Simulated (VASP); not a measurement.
Method: PBEsol GGA, VASP's PBE PAW potentials (set 64) (plane waves; VASP).

VASP ran on this input.

**KPOINTS**
```
Automatic mesh
0
Gamma
12 12 3
0 0 0
```

File POSCAR:
```
Au2Ir2
1
   -0.0000000000     1.9655879619     1.9655879619
    1.9655879619    -0.0000000000     1.9655879619
    7.9544891598     7.9544891598    -0.0921373124
Ir Au
2 2
Direct
  0.9841655608   0.9841655608   0.0118758294
  0.0158344392   0.0158344392   0.2381241706
  0.0096659785   0.0096659785   0.4927505161
  0.9903340215   0.9903340215   0.7572494839
```

**INCAR**
```
ALGO  =  Normal
EDIFF  =  1E-6
EDIFFG  =  -0.02
ENCUT  =  400
GGA  =  PS
IBRION  =  2
ISIF  =  3
ISMEAR  =  1
LASPH  =  .True.
LCHARG  =  .False.
LMAXMIX  =  6
LREAL  =  .False.
LWAVE  =  .False.
NELM  =  100
NSW  =  60
PREC  =  Accurate
SIGMA  =  0.1
SYSTEM  =  Au2Ir2
```

POTCAR, in this order: Ir Au (PBE.64 set). Program: vasp_std.

Unless said otherwise, spin-orbit coupling is left out, though it shifts the bands of the heavy elements here.

Problem. Predict the energy per atom (σ→0), volume per atom, band gap (on the k-mesh).

Solution. 
```json
{
 "energy per atom (σ→0)": "-6.685 eV/atom",
 "band gap (on the k-mesh)": "none (metal, semimetal or under 0.01 eV)",
 "volume_per_atom": "15.50 Å³/atom"
}
```

File OSZICAR:
```
...
   6 F= -.26739988E+02 E0= -.26739395E+02  d E =-.128480E-03
       N       E                     dE             d eps       ncg     rms          rms(c)
DAV:   1    -0.267400588629E+02   -0.70946E-04   -0.21527E-02  2352   0.832E-01    0.441E-02
DAV:   2    -0.267400344327E+02    0.24430E-04   -0.35514E-04  3064   0.169E-01    0.209E-02
DAV:   3    -0.267400232947E+02    0.11138E-04   -0.50828E-05  3184   0.673E-02    0.167E-02
DAV:   4    -0.267400194461E+02    0.38486E-05   -0.17778E-05  3064   0.452E-02    0.770E-03
DAV:   5    -0.267400186740E+02    0.77208E-06   -0.25104E-06  1496   0.134E-02
   7 F= -.26740019E+02 E0= -.26739423E+02  d E =-.159281E-03
```

The structure was generated: Au2Ir2 was put into an ordered model structure (R-3m), which need not be its known phase. This run relaxes it. Symmetry was kept, so distortions that lower it aren't found. The start is the result of an earlier pass.
